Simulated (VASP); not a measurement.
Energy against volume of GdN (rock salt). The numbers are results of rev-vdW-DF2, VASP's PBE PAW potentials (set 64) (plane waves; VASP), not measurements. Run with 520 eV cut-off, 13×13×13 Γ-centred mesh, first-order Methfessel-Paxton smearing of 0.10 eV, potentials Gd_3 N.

The 4f electrons are frozen in the core of the lanthanide potential, so 4f levels, which can set the real gap, and their magnetism are missing.

```json
[
 {"V (Å³/atom)": "14.742", "E (eV/atom)": "-6.51887"},
 {"V (Å³/atom)": "15.198", "E (eV/atom)": "-6.52627"},
 {"V (Å³/atom)": "15.654", "E (eV/atom)": "-6.51968"},
 {"V (Å³/atom)": "16.110", "E (eV/atom)": "-6.50114"}
]
```

Task: Fit these four points and predict the energy of the run at 14.286 Å³/atom.

Result: A cubic in V^(−2/3), the third-order Birch-Murnaghan form, passes through the four points with V0 = 15.20 Å³/atom and B0 = 163 GPa, and gives -6.4951 eV/atom there. The run gave -6.4951 eV/atom, +0.0 meV/atom from the fit; all five points give B0 = 163 GPa.

The compound is GdN in the rock salt structure. It was relaxed first.
